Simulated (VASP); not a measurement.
Crystal: TaSbSe.

```
Ta Sb Se
1.0
     3.62961    0.00000    0.00000
     0.00000    3.62961    0.00000
     0.00000    0.00000    5.63455
Ta Sb Se
1 1 1
Direct
  0.00000 0.00000 0.00000
  0.00000 0.00000 0.50000
  0.50000 0.50000 0.00000
```

The cell was built by a generator and needn't be a form met in nature.

| Property | Result |
| --- | --- |
| Program | VASP 6.6.1 |
| Task | relaxation of cell and atoms |
| Functional | PBEsol |
| Potentials or basis | VASP PAW PBE potentials, release 64 (Ta_pv, Sb, Se) |
| Cutoff | 600 eV |
| k mesh | 7 × 7 × 5 |
| Occupations | fermi-dirac, width 0.05 eV |
| Spin | no spin polarisation |

At the start: pressure -3.7 GPa; volume 24.74 Å³/atom.

Task: How do energy, volume and symmetry change on relaxing?

Result: Over 5 steps the energy falls by 11.2 meV/atom and the volume is 23.82 Å³/atom (-3.7 %); space group P4/mmm (No. 123, to 0.05 Å).

The path:
```tsv
step	energy change (eV)	largest force (eV/Å)	pressure (GPa)	volume (Å³)
1	0.0000	0.0000	-3.69	74.23
2	0.0165	0.0000	5.28	68.28
3	-0.0337	0.0000	-0.03	71.46
4	-0.0337	0.0000	0.05	71.40
5	-0.0337	0.0000	-0.04	71.47
```

Final structure:
```yaml
crystal:
  lattice:
    - [3.58033, 0.00000, 0.00000]
    - [0.00000, 3.58033, 0.00000]
    - [0.00000, 0.00000, 5.57530]
  atoms:
    - { symbol: Ta, position: [0.00000, 0.00000, 0.00000] }
    - { symbol: Sb, position: [0.00000, 0.00000, 0.50000] }
    - { symbol: Se, position: [0.50000, 0.50000, 0.00000] }
```

Caveat: the PAW data sets were made with another functional, which shifts forces and pressure a little.
